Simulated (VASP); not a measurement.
Here is the system:

```xyz
2
Lattice="0.0000 2.0773 2.0773 2.0773 0.0000 2.0773 2.0773 2.0773 0.0000" Properties=species:S:1:pos:R:3 pbc="T T T"
Mg     0.0000     0.0000     0.0000
O      2.0773     2.0773     2.0773
```

The numbers are results of r2SCAN meta-GGA, VASP's PBE PAW potentials (set 64) (plane waves; VASP 6.6.1), not measurements. Numerical set-up: 600 eV cut-off, 10×10×10 Γ-centred mesh, Gaussian smearing of 0.050 eV, potentials Mg O.

Estimate the energy per atom (σ→0), pressure, band gap (on the k-mesh) with the smallest direct gap where there is one.

| Item | Result |
|---|---|
| band gap (on the k-mesh) | 6.04 eV |
| smallest direct gap (on the k-mesh) | 6.04 eV |
| energy per atom (σ→0) | -8078 meV/atom |
| pressure | 5.02 GPa |

The compound is MgO in the rock salt structure. It was relaxed first under an external pressure of 5 GPa.
